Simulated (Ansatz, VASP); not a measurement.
**Cross-check of ScInS3 between VASP and Ansatz**

Wanted: the spread between two codes on one cell, functional and k mesh. The cell is generated by rule, not measured, and may not be a known phase. The cell is taken from a series of runs on this material, whose earlier steps may have relaxed, scaled, displaced or heated it; both programs get it as it stands.

Program: Ansatz 0.2.0. Level of theory: plane waves, with VASP 6.6.1 beside it; relaxation of cell and atoms at PBEsol. Results are calculated unless marked as measured.

The structure was built from a prototype and need not be the compound's stable phase.

**1. Starting point**

The structure is trigonal, space group R3m (No. 160). Conventional cell: a = 7.049 Å, b = 7.049 Å, c = 9.465 Å, α = 90.00°, β = 90.00°, γ = 120.00°. Nearest to Sc lie 3 S at 2.40 Å. In has 6 S at 2.50 to 2.67 Å nearest. Nearest to S lie 1 Sc at 2.40 Å and 2 In at 2.50 to 2.67 Å. Farther neighbours and most contacts between anions are not listed.

**2. VASP: relaxation of cell and atoms, PBEsol**

The relaxed volume is the usual yardstick between codes: in a stiff, nearly cubic crystal its relative difference is about their pressure difference at one cell divided by the bulk modulus.

Lines of VASP's logs that name or quote its potential files are left out, and so is its time.

The input, INCAR:

```
SYSTEM = ScInS3
PREC = Accurate
ENCUT = 500
EDIFF = 1E-07
NELM = 120
ISMEAR = 1
SIGMA = 0.2
LREAL = .FALSE.
ALGO = Normal
GGA = PS
NBANDS = 27
LASPH = .TRUE.
LORBIT = 11
LWAVE = .FALSE.
LCHARG = .FALSE.
ISIF = 3
IBRION = 2
NSW = 80
EDIFFG = -0.005
GGA_COMPAT = .FALSE.
NELMIN = 4
KPAR = 2
```

The input, POSCAR:

```
ScInS3
1.0
    3.5242830000      2.0347460000      3.1549130000
   -3.5242830000      2.0347460000      3.1549130000
    0.0000000000     -4.0694910000      3.1549130000
Sc In S
1 1 3
Direct
    0.1331949985      0.1331949985      0.1331950312
    0.4786817290      0.4786817290      0.4786818466
    0.4420269274      0.9666797433      0.4420270897
    0.9666797433      0.4420269274      0.4420270897
    0.4420268562      0.4420268562      0.9666800480
```

The input, KPOINTS:

```
Automatic mesh
0
Gamma
9 9 9
0 0 0
```

Potentials, in the order of the species: Sc_sv, In_d and S (PBE family, release 64).

Launch:

```bash
$ mpirun -np 2 vasp_std
```

Numbers of over 12 decimals in the logs are rounded to 6 here.

The log of the run:

```text
[banner, memory and clock lines left out]
running    2 mpi-ranks, on    1 nodes
 distrk:  each k-point on    1 cores,    2 groups
 distr:  one band on    1 cores,    1 groups

 POSCAR found type information on POSCAR ScInS
 POSCAR found :  3 types and       5 ions
|                                                                             |
|               ----> ADVICE to this user running VASP <----                  |
|                                                                             |
|     You enforced a specific xc type in the INCAR file but a different       |
|     [... a line on the potential file left out ...]
|     I HOPE YOU KNOW WHAT YOU ARE DOING!                                     |
|                                                                             |

 LDA part: xc-table for (Slater+PW92), standard interpolation
 POSCAR, INCAR and KPOINTS ok, starting setup
 FFT: planning ... GRIDC
 FFT: planning ... GRID_SOFT
 FFT: planning ... GRID
 WAVECAR not read
 entering main loop
       N       E                     dE             d eps       ncg     rms          rms(c)
DAV:   1     0.475096559235E+03    0.47510E+03   -0.18824E+04  4590   0.152E+03
DAV:   2     0.424771784747E+02   -0.43262E+03   -0.42629E+03  4598   0.453E+02
DAV:   3    -0.257650736702E+02   -0.68242E+02   -0.66284E+02  6635   0.174E+02
DAV:   4    -0.301146837028E+02   -0.43496E+01   -0.43305E+01  6740   0.453E+01
DAV:   5    -0.302209592070E+02   -0.10628E+00   -0.10618E+00  6876   0.759E+00    0.126E+01
DAV:   6    -0.264656161409E+02    0.37553E+01   -0.10238E+01  7396   0.437E+01    0.685E+00
DAV:   7    -0.263632004321E+02    0.10242E+00   -0.14510E+00  7080   0.718E+00    0.399E+00
DAV:   8    -0.263364122726E+02    0.26788E-01   -0.18704E-01  6882   0.388E+00    0.935E-01
DAV:   9    -0.263367727681E+02   -0.36050E-03   -0.74781E-02  7260   0.270E+00    0.697E-01
DAV:  10    -0.263363785191E+02    0.39425E-03   -0.36089E-02  6741   0.199E+00    0.307E-01
DAV:  11    -0.263365321802E+02   -0.15366E-03   -0.55427E-03  6604   0.791E-01    0.109E-01
DAV:  12    -0.263369588397E+02   -0.42666E-03   -0.70483E-04  6790   0.152E-01    0.414E-02
DAV:  13    -0.263371729922E+02   -0.21415E-03   -0.26549E-04  5486   0.139E-01    0.317E-02
DAV:  14    -0.263372184645E+02   -0.45472E-04   -0.10003E-04  6401   0.812E-02    0.107E-02
DAV:  15    -0.263372250597E+02   -0.65951E-05   -0.14992E-05  6817   0.247E-02    0.389E-03
DAV:  16    -0.263372271364E+02   -0.20767E-05   -0.30503E-06  6043   0.861E-03    0.271E-03
DAV:  17    -0.263372273066E+02   -0.17025E-06   -0.77762E-07  6753   0.843E-03    0.150E-03
DAV:  18    -0.263372272506E+02    0.56060E-07   -0.31102E-07  4989   0.507E-03
   1 F= -.26337227E+02 E0= -.26338085E+02  d E =-.263372E+02
[...]
2 F= -.26337288E+02 E0= -.26338151E+02  d E =-.608321E-04
[...]
3 F= -.26337302E+02 E0= -.26338163E+02  d E =-.747110E-04
[...]
4 F= -.26337333E+02 E0= -.26338193E+02  d E =-.306634E-04
[...]
5 F= -.26337338E+02 E0= -.26338196E+02  d E =-.355593E-04
[...]
6 F= -.26337338E+02 E0= -.26338197E+02  d E =-.361426E-04
 curvature:  -0.93 expect dE=-0.110E-04 dE for cont linesearch -0.163E-07
 trial: gam= 0.28206 g(F)=  0.113E-04 g(S)=  0.517E-06 ort =-0.100E-05 (trialstep = 0.106E+01)
 search vector abs. value=  0.158E-04
 bond charge predicted
       N       E                     dE             d eps       ncg     rms          rms(c)
DAV:   1    -0.263373327961E+02    0.53347E-05   -0.18362E-03  6894   0.662E-01    0.289E-02
DAV:   2    -0.263373473121E+02   -0.14516E-04   -0.26810E-04  5842   0.121E-01    0.100E-02
DAV:   3    -0.263373465819E+02    0.73020E-06   -0.11485E-05  7346   0.320E-02    0.610E-03
DAV:   4    -0.263373463904E+02    0.19154E-06   -0.12201E-06  7592   0.150E-02    0.362E-03
DAV:   5    -0.263373465342E+02   -0.14388E-06   -0.14504E-07  3803   0.441E-03    0.160E-03
DAV:   6    -0.263373467122E+02   -0.17799E-06   -0.68747E-08  2753   0.282E-03    0.477E-04
DAV:   7    -0.263373467485E+02   -0.36277E-07   -0.17405E-08  2454   0.178E-03
   7 F= -.26337347E+02 E0= -.26338205E+02  d E =-.864445E-05
 trial-energy change:   -0.000009  1 .order   -0.000009   -0.000012   -0.000005
 step:   1.9079(harm=  1.9079)  dis= 0.00052  next Energy=   -26.337349 (dE=-0.110E-04)
 reached required accuracy - stopping structural energy minimisation
```

From OUTCAR (step 2):

```text
ion  position               nearest neighbor table
   1  0.133  0.133  0.133-   5 2.40   4 2.40   3 2.40   2 3.27
   2  0.479  0.479  0.479-   3 2.50   4 2.50   5 2.50   5 2.67   3 2.67   4 2.67   1 3.27
   3  0.442  0.967  0.442-   1 2.40   2 2.50   2 2.67
   4  0.967  0.442  0.442-   1 2.40   2 2.50   2 2.67
   5  0.442  0.442  0.967-   1 2.40   2 2.50   2 2.67

  LATTYP: Found a trigonal (rhomboedric) cell.
 ALAT       =     5.1491973196
 COS(alpha) =     0.0631017818

 Subroutine GETGRP returns: Found  6 space group operations
 (whereof  6 operations were pure point group operations)

The static configuration has the point symmetry C_3v.

 Found     85 irreducible k-points:

   k-points           NKPTS =     85   k-points in BZ     NKDIM =     85   number of bands    NBANDS=     27

   dimension x,y,z NGX =    40 NGY =   40 NGZ =   40
   dimension x,y,z NGXF=    80 NGYF=   80 NGZF=   80

   ENCUT  =  500.0 eV  36.75 Ry    6.06 a.u.   9.39  9.39  9.39*2*pi/ulx,y,z

   NELECT =      42.0000    total number of electrons

 k-points in reciprocal lattice and weights: Automatic mesh
   0.00000000  0.00000000  0.00000000       0.001
   0.11111111  0.00000000  0.00000000       0.008
   0.22222222 -0.00000000  0.00000000       0.008
   0.33333333  0.00000000 -0.00000000       0.008
   0.44444444 -0.00000000  0.00000000       0.008
   0.11111111  0.11111111  0.00000000       0.008
   0.22222222  0.11111111  0.00000000       0.016
   0.33333333  0.11111111  0.00000000       0.016
   0.44444444  0.11111111  0.00000000       0.016
[...]
0.44444444  0.44444444  0.44444444       0.003
  -0.44444444  0.44444444  0.44444444       0.008

 average (electrostatic) potential at core
       1 -48.3444       2 -97.9806       3 -87.7561       4 -87.7561       5 -87.7561

 E-fermi :   2.7972

 k-point     1 :       0.0000    0.0000    0.0000
  band No.  band energies     occupation
    ...
     18       0.8130      2.00000
     19       1.8559      2.00000
     20       1.8559      2.00000
     21       2.1052      2.00001
     22       2.2498      2.00075
     23       4.8513     -0.00000
     24       5.0608     -0.00000
     25       5.1162     -0.00000
     26       5.1162     -0.00000
     27       5.9259     -0.00000

 k-point     2 :       0.1111    0.0000    0.0000
  band No.  band energies     occupation
    ...
     18       0.8352      2.00000
     19       1.7008      2.00000
     20       1.7775      2.00000
     21       2.2150      2.00030
     22       2.4007      2.01692
     23       4.8285     -0.00000
     24       5.0052     -0.00000
     25       5.1619     -0.00000
     26       5.3620     -0.00000
     27       5.9039     -0.00000

 k-point     3 :       0.2222   -0.0000    0.0000
  band No.  band energies     occupation
    ...
     17       0.8014      2.00000
     18       0.8025      2.00000
     19       1.5811      2.00000
     20       1.5840      2.00000
     21       2.1262      2.00002
     22       3.0237     -0.06795
     23       4.8280     -0.00000
     24       5.0020     -0.00000
     25       5.2802     -0.00000
     26       5.6218     -0.00000
    ...

  Total        0.0020302      0.0020302     -0.0028875     -0.0000000     -0.0000000      0.0000000
  in kB        0.0239874      0.0239874     -0.0341165     -0.0000000     -0.0000000      0.0000000
  external PRESSURE =       0.0046194 kB  Pullay stress =       0.0000000 kB

  energy-cutoff  :      500.00
  volume of cell :      135.60
      direct lattice vectors                 reciprocal lattice vectors
     3.522944843  2.033973414  3.154060929     0.141926718  0.081941432  0.105683851
    -3.522944843  2.033973414  3.154060929    -0.141926718  0.081941432  0.105683851
    -0.000000000 -4.067945829  3.154060929     0.000000000 -0.163882864  0.105683877

 POSITION                                       TOTAL-FORCE (eV/Angst)
 -----------------------------------------------------------------------------------
     -0.00000     -0.00000      1.25679         0.000000     -0.000000     -0.002711
     -0.00000      0.00000      4.52962         0.000000     -0.000000     -0.001315
     -1.84743      1.06662      5.83842        -0.003069      0.001772      0.001342
      1.84743      1.06662      5.83842         0.003069      0.001772      0.001342
     -0.00000     -2.13323      5.83842        -0.000000     -0.003544      0.001342
 -----------------------------------------------------------------------------------
    total drift:                                0.000000      0.001713      0.001481

  FREE ENERGIE OF THE ION-ELECTRON SYSTEM (eV)
  ---------------------------------------------------
  free  energy   TOTEN  =       -26.3373467485 eV

  energy  without entropy=      -26.3399223243  energy(sigma->0) =      -26.33820527

 reached required accuracy - stopping structural energy minimisation

 total charge
# of ion       s       p       d       tot
------------------------------------------
    1        2.213   6.109   1.090   9.412
    2        0.755   0.633   9.964  11.352
    3        1.336   2.391   0.000   3.727
    4        1.336   2.391   0.000   3.727
    5        1.336   2.391   0.000   3.727
--------------------------------------------------
tot          6.976  13.914  11.054  31.944

[... 3 further parts left out ...]
```

(Part 1 of 2 ends here.)

[Lines on the potential files, build, host, timing and source positions are cut from VASP's logs without a mark.]

[Logs are printed without paths, hosts, clocks, repeated set-up lines and the standing remarks that a program may print on its own settings, such as how far it seeks lower states.]

[Hosts, paths, dates, database ids (printed as entryN), source tags and the programs' standing remarks are cut or masked in the printed files.]
